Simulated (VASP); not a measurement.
# CaMg (P4/mmm) in VASP: single point with LDA

Aim: the single point of CaMg with LDA.

Program: VASP 6.6.1. These are calculated values, not measurements. Logs are shortened: lines on timing, memory, paths and dates and some standing lists are left out, and cuts for length are marked.

## 1. The structure

Symmetry: P4/mmm, No. 123, tetragonal system. The conventional cell has a = 4.027 Å, b = 4.027 Å, c = 3.862 Å, α = 90.00°, β = 90.00°, γ = 90.00°. Around Ca (site symmetry 4/mmm) lie 8 Mg at 3.44 Å and 2 Ca at 3.86 Å. Mg (site symmetry 4/mmm) has 8 Ca at 3.44 Å and 2 Mg at 3.86 Å as nearest neighbours.

The cell comes from a database or a generator and needn't be the stable form of this composition.

## 2. Single point, LDA

File INCAR:

```
PREC = Accurate
ENCUT = 520
EDIFF = 1E-6
ISMEAR = 0
SIGMA = 0.15
LREAL = False
LASPH = True
NELM = 100
ALGO = Fast
ISIF = 2
LWAVE = False
LCHARG = False
NBANDS = 13
```

File KPOINTS:

```
Automatic mesh
0
Gamma
  12 12 12
```

File POSCAR:

```
CaMg
1.0
    4.0273723800      0.0000000000      0.0000000000
    0.0000000000      4.0273723800      0.0000000000
    0.0000000000      0.0000000000      3.8616243500
Ca Mg
1 1
Direct
    0.0000000000      0.0000000000      0.5000000000
    0.5000000000      0.5000000000      0.0000000000
```

Potentials or basis: VASP PAW LDA potentials, release 64 (Ca_sv, Mg).

Launch:

```sh
$ cat potpaw_LDA.64/Ca_sv/POTCAR potpaw_LDA.64/Mg/POTCAR > POTCAR
$ mpirun -np 1 vasp_std > vasp.out
```

OUTCAR:

```text
PREC = Accurate
   ENCUT = 520
   EDIFF = 1E-6
   ISMEAR = 0
   LREAL = False
   LASPH = True
   NELM = 100
   ISIF = 2

 ion  position               nearest neighbor table
   1  0.000  0.000  0.500-
   2  0.500  0.500  0.000-

  LATTYP: Found a simple tetragonal cell.
 ALAT       =     4.0273723800
 C/A-ratio  =     0.9588446227

  Lattice vectors:

 A1 = (   4.0273723800,   0.0000000000,   0.0000000000)
 A2 = (   0.0000000000,   4.0273723800,   0.0000000000)
 A3 = (   0.0000000000,   0.0000000000,   3.8616243500)

Analysis of symmetry for initial positions (statically):
=====================================================================
 Subroutine PRICEL returns:
 Original cell was already a primitive cell.

 Routine SETGRP: Setting up the symmetry group for a
 simple tetragonal supercell.

 Subroutine GETGRP returns: Found 16 space group operations
 (whereof 16 operations were pure point group operations)
 out of a pool of 16 trial point group operations.

The static configuration has the point symmetry D_4h.

Analysis of symmetry for dynamics (positions and initial velocities):
=====================================================================
 Subroutine PRICEL returns:
 Original cell was already a primitive cell.

 Routine SETGRP: Setting up the symmetry group for a
 simple tetragonal supercell.

 Subroutine GETGRP returns: Found 16 space group operations
 (whereof 16 operations were pure point group operations)
 out of a pool of 16 trial point group operations.

The dynamic configuration has the point symmetry D_4h.

 Subroutine INISYM returns: Found 16 space group operations
 (whereof 16 operations are pure point group operations),
 and found     1 'primitive' translations

----------------------------------------------------------------------------------------

                                     Primitive cell

  volume of cell :      62.6345

  direct lattice vectors                    reciprocal lattice vectors
     4.027372380  0.000000000  0.000000000     0.248300854  0.000000000  0.000000000
     0.000000000  4.027372380  0.000000000     0.000000000  0.248300854  0.000000000
     0.000000000  0.000000000  3.861624350     0.000000000  0.000000000  0.258958384

  length of vectors
     4.027372380  4.027372380  3.861624350     0.248300854  0.248300854  0.258958384

  position of ions in fractional coordinates (direct lattice)
     0.000000000  0.000000000  0.500000000
     0.500000000  0.500000000  0.000000000

  ion indices of the primitive-cell ions
   primitive index   ion index
                 1           1
                 2           2

----------------------------------------------------------------------------------------

 KPOINTS: Automatic mesh

Automatic generation of k-mesh.
 Grid dimensions read from file:
 generate k-points for:   12   12   12

 Generating k-lattice:

  Cartesian coordinates                     Fractional coordinates (reciprocal lattice)
     0.020691738  0.000000000  0.000000000     0.083333333  0.000000000  0.000000000
     0.000000000  0.020691738  0.000000000     0.000000000  0.083333333  0.000000000
     0.000000000  0.000000000  0.021579865     0.000000000  0.000000000  0.083333333

  Length of vectors
     0.020691738  0.020691738  0.021579865

  Shift w.r.t. Gamma in fractional coordinates (k-lattice)
     0.000000000  0.000000000  0.000000000

 Subroutine IBZKPT returns following result:
 ===========================================

 Found    196 irreducible k-points:

 Following reciprocal coordinates:
            Coordinates               Weight
  0.000000  0.000000  0.000000      1.000000
  0.083333  0.000000  0.000000      4.000000
  0.166667  0.000000  0.000000      4.000000
  0.250000  0.000000  0.000000      4.000000
  0.333333  0.000000  0.000000      4.000000
  0.416667  0.000000  0.000000      4.000000
[... 16 lines left out ...]
  0.333333  0.333333  0.000000      4.000000
  0.416667  0.333333  0.000000      8.000000
 [... further k-points ...]
   k-points           NKPTS =    196   k-points in BZ     NKDIM =    196   number of bands    NBANDS=     13
   number of dos      NEDOS =    301   number of ions     NIONS =      2
   total plane-waves  NPLWV =  27000
   dimension x,y,z NGX =    30 NGY =   30 NGZ =   30
   dimension x,y,z NGXF=    60 NGYF=   60 NGZF=   60
   ions per type =               1   1
   NGX,Y,Z   is equivalent  to a cutoff of  12.38, 12.38, 12.92 a.u.
   NGXF,Y,Z  is equivalent  to a cutoff of  24.77, 24.77, 25.83 a.u.
 SYSTEM =  unknown system
   PREC   = accura    normal or accurate (medium, high low for compatibility)
   ISTART =      0    job   : 0-new  1-cont  2-samecut
   ICHARG =      2    charge: 1-file 2-atom 10-const
   ISPIN  =      1    spin polarized calculation?
   LNONCOLLINEAR =      F non collinear calculations
   LSORBIT =      F    spin-orbit coupling
   LASPH  =      T    aspherical Exc in radial PAW
   ENCUT  =  520.0 eV  38.22 Ry    6.18 a.u.   7.49  7.49  7.18*2*pi/ulx,y,z
   NELM   =    100;   NELMIN=  2; NELMDL= -5     # of ELM steps
   EDIFF  = 0.1E-05   stopping-criterion for ELM
   LREAL  =      F    real-space projection
   EDIFFG = 0.1E-04   stopping-criterion for IOM
   NSW    =      0    number of steps for IOM
   IBRION =     -1    ionic relax: 0-MD 1-quasi-New 2-CG
   NFREE  =      0    steps in history (QN), initial steepest desc. (CG)
   ISIF   =      2    stress and relaxation
   ISYM   =      2    0-nonsym 1-usesym 2-fastsym
   POTIM  = 0.5000    time-step for ionic-motion
   TEBEG  =    0.0;   TEEND  =   0.0 temperature during run
   PSTRESS=    0.0 pullay stress
   NELECT =      12.0000    total number of electrons
   NUPDOWN=      -1.0000    fix difference up-down
   EMIN   =  10.00;   EMAX   =-10.00  energy-range for DOS
   EFERMI =   0.00;   METHOD = LEGACY
   ISMEAR =     0;   SIGMA  =   0.15  broadening in eV -4-tet -1-fermi 0-gaus
   EFERMI_NEDOS =   21; number of points for ismear=-14 and -15
   IALGO  =     68    algorithm
   IMIX   =      4    mixing-type and parameters
     AMIX     =   0.40;   BMIX     =  1.00
     AMIX_MAG =   1.60;   BMIX_MAG =  1.00
  volume/ion in A,a.u.               =      31.32       211.34
  Fermi-wavevector in a.u.,A,eV,Ry     =   0.943765  1.783458 12.118615  0.890693
  Thomas-Fermi vector in A             =   2.071505
   LORBIT       =      0    0 simple, 1 ext, 2 COOP (PROOUT), +10 PAW based schemes
   GGA     = CA    functional components
   LHFCALC =     F    Hartree Fock is set to
   AEXX    =    0.0000 exact exchange contribution
   IVDW    =     0    specifies the selected vdW correction
   LEPSILON=     F    determine dielectric tensor
   LRPA    =     F    only Hartree local field effects (RPA)
 non-spin polarized calculation
 RMM-DIIS sequential band-by-band and
 Gauss-broadening in eV      SIGMA  =   0.15
  energy-cutoff  :      520.00
  volume of cell :       62.63
 maximum number of plane-waves:      1715
 NGX is ok and might be reduce to    30
   NGX = 15   NGY = 15   NGZ = 15

 number of electron      12.0000000 magnetization

 Free energy of the ion-electron system (eV)
  ---------------------------------------------------
  ext. energy  EPLUGINS =         0.00000000
  ---------------------------------------------------
  free energy    TOTEN  =        -4.24872783 eV

  energy without entropy =       -4.22990161  energy(sigma->0) =       -4.23931472

 E-fermi :   1.9837     XC(G=0):  -8.3714

 val. band max:        1.9809008836   @ k =   0.0000   0.0000   0.2500
 cond. band min:       2.0068733103   @ k =   0.3333   0.2500   0.3333
 fundamental gap:      0.0259724267
 Fermi energy:         1.9836523851

 k-point     1 :       0.0000    0.0000    0.0000
  band No.  band energies     occupation
      1     -39.0943      2.00000
      2     -20.3699      2.00000
      3     -20.3699      2.00000
      4     -20.3620      2.00000
      5      -3.1317      2.00000
      6       2.9152      0.00000
      7       2.9827      0.00000
      8       5.5625      0.00000
      9       5.7187      0.00000
     10       5.7187      0.00000
     11       5.7281      0.00000
     12       5.7281      0.00000
     13       6.5001      0.00000

 k-point     2 :       0.0833    0.0000    0.0000
  band No.  band energies     occupation
      1     -39.0941      2.00000
      2     -20.3741      2.00000
      3     -20.3695      2.00000
      4     -20.3617      2.00000
      5      -3.0614      2.00000
      6       2.8012      0.00000
      7       3.0038      0.00000
      8       5.1898      0.00000
      9       5.5099      0.00000
     10       5.5712      0.00000
     11       5.7284      0.00000
     12       6.1492      0.00000
     13       6.7595      0.00000

 k-point     3 :       0.1667    0.0000    0.0000
  band No.  band energies     occupation
      1     -39.0935      2.00000
      2     -20.3856      2.00000
      3     -20.3685      2.00000
      4     -20.3608      2.00000
      5      -2.8526      2.00000
      6       2.3784      0.00020
      7       3.1036      0.00000
      8       4.8040      0.00000
      9       5.1701      0.00000
     10       5.4059      0.00000
     11       5.7551      0.00000
     12       6.6831      0.00000
     13       7.2547      0.00000
[... 305 lines left out ...]
 k-point    23 :       0.3333    0.3333    0.0000
  band No.  band energies     occupation
      1     -39.0892      2.00000
      2     -20.4118      2.00000
      3     -20.4106      2.00000
      4     -20.3545      2.00000
      5      -1.1086      2.00000
      6       1.4831      2.00000
      7       1.8447      1.80972
      8       3.6154      0.00000
      9       4.8510      0.00000
     10       5.0928      0.00000
     11       6.2252      0.00000
     12       6.4628      0.00000
     13       7.9886      0.00000

 k-point    24 :       0.4167    0.3333    0.0000
  band No.  band energies     occupation
      1     -39.0886      2.00000
      2     -20.4222      2.00000
      3     -20.4098      2.00000
      4     -20.3536      2.00000
      5      -0.6666      2.00000
      6       0.9703      2.00000
      7       2.0678      0.42764
      8       3.3030      0.00000
      9       4.8052      0.00000
     10       5.0775      0.00000
     11       6.2699      0.00000
     12       6.5684      0.00000
     13       7.6534      0.00000

 [... further k-points ...]
[... 5 lines left out ...]
  --------------------------------------------------------------------------------------
  -------------------------------------------------------------------------------------
  Total       -0.9395968     -0.9395968     -0.7696040      0.0000000     -0.0000000     -0.0000000
  in kB      -24.0346882    -24.0346882    -19.6863101      0.0000000     -0.0000000     -0.0000000
  external PRESSURE =     -22.5852289 kB  Pullay stress =       0.0000000 kB

 VOLUME and BASIS-vectors are now :
 -----------------------------------------------------------------------------
  energy-cutoff  :      520.00
  volume of cell :       62.63
      direct lattice vectors                 reciprocal lattice vectors
     4.027372380  0.000000000  0.000000000     0.248300854  0.000000000  0.000000000
     0.000000000  4.027372380  0.000000000     0.000000000  0.248300854  0.000000000
     0.000000000  0.000000000  3.861624350     0.000000000  0.000000000  0.258958384

 POSITION                                       TOTAL-FORCE (eV/Angst)
 -----------------------------------------------------------------------------------
      0.00000      0.00000      1.93081         0.000000      0.000000      0.000000
      2.01369      2.01369      0.00000         0.000000      0.000000      0.000000
 -----------------------------------------------------------------------------------
    total drift:                                0.000000      0.000000      0.000000

  FREE ENERGIE OF THE ION-ELECTRON SYSTEM (eV)
  ---------------------------------------------------
  free  energy   TOTEN  =        -4.2487278313 eV

  energy  without entropy=       -4.2299016130  energy(sigma->0) =       -4.23931472
```

Wall time 59 s (1 thread of Intel Xeon 6975P-C (Granite Rapids), shared host); peak memory 0.28 GiB.

What came out:

* Free energy: -4.2487 eV
* Pressure: -2.3 GPa
* Band gap on the k mesh: none (metal or under the smearing width)

Stress tensor (GPa, compression positive):
```
-2.40  0.00  0.00
 0.00 -2.40  0.00
 0.00  0.00 -1.97
```
